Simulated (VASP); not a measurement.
These are PBE GGA, VASP's PBE PAW potentials (set 64) (plane waves; VASP) values and carry that method's errors.

Input for VASP

### POSCAR
```
GaSb
1
    0.0000000000     3.1993038534     3.1993038534
    3.1993038534     0.0000000000     3.1993038534
    3.1993038534     3.1993038534     0.0000000000
Ga Sb
1 1
Direct
  0.0000000000   0.0000000000   0.0000000000
  0.2500000000   0.2500000000   0.2500000000
```

**INCAR**
```
SYSTEM  =  GaSb
ALGO  =  Normal
GGA  =  PE
NELM  =  100   # most electronic steps
ENCUT  =  480   # plane-wave cut-off (eV)
EDIFF  =  1E-7   # SCF stop (eV)
LCHARG  =  .FALSE.
PREC  =  Accurate
LMAXMIX  =  4
SIGMA  =  0.1   # width (eV)
NSW  =  30
IBRION  =  2
EDIFFG  =  -0.01   # ionic stop
ISIF  =  2   # forces and stress, cell fixed
ISMEAR  =  1   # Methfessel-Paxton
LASPH  =  .TRUE.   # aspherical one-centre terms
LREAL  =  .FALSE.   # projection in real space or not
LWAVE  =  .FALSE.
```

### KPOINTS
```
Automatic mesh
0
gamma
  10 10 10
```

POTCAR, in this order: Ga_d Sb (PBE.64 set). Program: vasp_std.

Output

OUTCAR:
```
 ion  position               nearest neighbor table
   1  0.000  0.000  0.000-   2 2.77   2 2.77   2 2.77   2 2.77
   2  0.250  0.250  0.250-   1 2.77   1 2.77   1 2.77   1 2.77
  LATTYP: Found a face centered cubic cell.
 ALAT       =     6.3986077068
 Subroutine PRICEL returns:
 Original cell was already a primitive cell.
 Subroutine GETGRP returns: Found 24 space group operations
The static configuration has the point symmetry T_d .
The dynamic configuration has the point symmetry T_d .
 Subroutine INISYM returns: Found 24 space group operations
 Subroutine IBZKPT returns following result:
 Found     47 irreducible k-points:

 Following reciprocal coordinates:
            Coordinates               Weight
  0.000000  0.000000  0.000000      1.000000
  0.100000  0.000000  0.000000      8.000000
  0.200000  0.000000  0.000000      8.000000
  0.300000  0.000000  0.000000      8.000000
  0.400000  0.000000  0.000000      8.000000
  0.500000  0.000000  0.000000      4.000000
  0.100000  0.100000  0.000000      6.000000
  0.200000  0.100000  0.000000     24.000000
  0.300000  0.100000  0.000000     24.000000
  0.400000  0.100000  0.000000     24.000000
  0.500000  0.100000  0.000000     24.000000
 -0.400000  0.100000  0.000000     24.000000
 -0.300000  0.100000  0.000000     24.000000
 -0.200000  0.100000  0.000000     24.000000
 -0.100000  0.100000  0.000000     12.000000
  0.200000  0.200000  0.000000      6.000000
  0.300000  0.200000  0.000000     24.000000
  0.400000  0.200000  0.000000     24.000000
  0.500000  0.200000  0.000000     24.000000
 -0.400000  0.200000  0.000000     24.000000
 -0.300000  0.200000  0.000000     24.000000
 -0.200000  0.200000  0.000000     12.000000
  0.300000  0.300000  0.000000      6.000000
  0.400000  0.300000  0.000000     24.000000
  0.500000  0.300000  0.000000     24.000000
 -0.400000  0.300000  0.000000     24.000000
 -0.300000  0.300000  0.000000     12.000000
  0.400000  0.400000  0.000000      6.000000
  0.500000  0.400000  0.000000     24.000000
 -0.400000  0.400000  0.000000     12.000000
  0.500000  0.500000  0.000000      3.000000
  0.300000  0.200000  0.100000     24.000000
  0.400000  0.200000  0.100000     48.000000
  0.500000  0.200000  0.100000     48.000000
 -0.400000  0.200000  0.100000     24.000000
  0.400000  0.300000  0.100000     24.000000
  0.500000  0.300000  0.100000     48.000000
 -0.400000  0.300000  0.100000     48.000000
 -0.300000  0.300000  0.100000     48.000000
 -0.200000  0.300000  0.100000     24.000000
   k-points           NKPTS =     47   k-points in BZ     NKDIM =     47   number of bands    NBANDS=     13
   number of dos      NEDOS =    301   number of ions     NIONS =      2
   total plane-waves  NPLWV =  32768
   dimension x,y,z NGX =    32 NGY =   32 NGZ =   32
   dimension x,y,z NGXF=    64 NGYF=   64 NGZF=   64
   ions per type =               1   1
   PREC   = accura    normal or accurate (medium, high low for compatibility)
   ISTART =      0    job   : 0-new  1-cont  2-samecut
   ICHARG =      2    charge: 1-file 2-atom 10-const
   ISPIN  =      1    spin polarized calculation?
   LNONCOLLINEAR =      F non collinear calculations
   LSORBIT =      F    spin-orbit coupling
   INIWAV =      1    electr: 0-lowe 1-rand  2-diag
   ENCUT  =  480.0 eV  35.28 Ry    5.94 a.u.   8.08  8.08  8.08*2*pi/ulx,y,z
   NELM   =    100;   NELMIN=  2; NELMDL= -5     # of ELM steps
   EDIFF  = 0.1E-06   stopping-criterion for ELM
   LREAL  =      F    real-space projection
   NLSPLINE    = F    spline interpolate recip. space projectors
   LMAXMIX     =    4 max onsite mixed and CHGCAR
...
```

**OSZICAR**
```
       N       E                     dE             d eps       ncg     rms          rms(c)
DAV:   1     0.756548450451E+02    0.75655E+02   -0.84280E+03  1230   0.152E+03
DAV:   2    -0.172432253932E+01   -0.77379E+02   -0.75064E+02  1367   0.299E+02
DAV:   3    -0.724735888201E+01   -0.55230E+01   -0.55021E+01  1517   0.705E+01
DAV:   4    -0.734795432326E+01   -0.10060E+00   -0.10056E+00  1444   0.107E+01
DAV:   5    -0.735067519258E+01   -0.27209E-02   -0.27208E-02  1565   0.155E+00    0.269E+00
DAV:   6    -0.731875101759E+01    0.31924E-01   -0.71207E-02  1692   0.436E+00    0.159E+00
DAV:   7    -0.731215356064E+01    0.65975E-02   -0.31311E-02  1450   0.162E+00    0.339E-01
DAV:   8    -0.731311649036E+01   -0.96293E-03   -0.44812E-03  1464   0.867E-01    0.553E-02
DAV:   9    -0.731357273954E+01   -0.45625E-03   -0.59771E-04  1377   0.233E-01    0.290E-02
DAV:  10    -0.731367524857E+01   -0.10251E-03   -0.11759E-04  1387   0.659E-02    0.758E-03
DAV:  11    -0.731368658777E+01   -0.11339E-04   -0.20832E-05  1412   0.438E-02    0.305E-03
DAV:  12    -0.731368776179E+01   -0.11740E-05   -0.14342E-06  1322   0.934E-03    0.985E-04
DAV:  13    -0.731368781490E+01   -0.53111E-07   -0.38726E-08  1056   0.159E-03
   1 F= -.73136878E+01 E0= -.73137888E+01  d E =-.731369E+01
```

OUTCAR:
```
------------------------ aborting loop because EDIFF is reached ----------------------------------------
  FORCE on cell =-STRESS in cart. coord.  units (eV):
  Direction    XX          YY          ZZ          XY          YZ          ZX
  --------------------------------------------------------------------------------------
  Total       -1.2891804     -1.2891804     -1.2891804     -0.0000000      0.0000000     -0.0000000
  in kB      -31.5375396    -31.5375396    -31.5375396     -0.0000000      0.0000000     -0.0000000
  external PRESSURE =     -31.5375396 kB  Pullay stress =       0.0000000 kB
  volume of cell :       65.49
      direct lattice vectors                 reciprocal lattice vectors
     0.000000000  3.199303853  3.199303853    -0.156283999  0.156283999  0.156283999
     3.199303853  0.000000000  3.199303853     0.156283999 -0.156283999  0.156283999
     3.199303853  3.199303853  0.000000000     0.156283999  0.156283999 -0.156283999
  FREE ENERGIE OF THE ION-ELECTRON SYSTEM (eV)
  ---------------------------------------------------
  free  energy   TOTEN  =        -7.3136878149 eV

  energy  without entropy=       -7.3139908076  energy(sigma->0) =       -7.31378881

 reached required accuracy - stopping structural energy minimisation
```
(Selected blocks of OUTCAR.)

The compound is GaSb in the zinc blende structure. This cell was strained or had an atom moved on purpose.
